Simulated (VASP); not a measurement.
Given:

```yaml
crystal:
  lattice:
    - [4.04559, -2.24776, -0.02337]
    - [4.04559, 2.24776, -0.02337]
    - [2.81807, 0.00000, 3.67128]
  atoms:
    - { symbol: Bi, position: [0.23725, 0.23725, 0.23725] }
    - { symbol: Bi, position: [0.76275, 0.76275, 0.76275] }
```

Calculation: LDA (Ceperley-Alder, Perdew-Zunger), VASP's LDA PAW potentials (set 64) (plane waves; VASP). Numerical set-up: 520 eV cut-off, Gaussian smearing of 0.050 eV, potentials Bi_d.

Q: Give the energies of bands 13 to 18 at the high-symmetry points, in eV from the Fermi level.

A: 
```tsv
band	Γ	T	H2	L	S0	F
13	-1.50	-0.79	-4.29	-1.08	-4.60	-4.97
14	-1.27	-0.52	-4.22	-0.99	-2.58	-3.18
15	-1.27	-0.52	-0.24	-0.25	-2.55	-3.07
16	2.83	0.50	0.69	-0.19	3.20	2.47
17	3.13	0.50	5.21	0.40	3.26	5.19
18	3.13	0.62	5.22	0.79	4.70	5.51
```

It has no gap at this level: it comes out as a metal or semimetal.

The compound is Bi in the a7 structure. It was relaxed first, which changed the volume by -5 %.
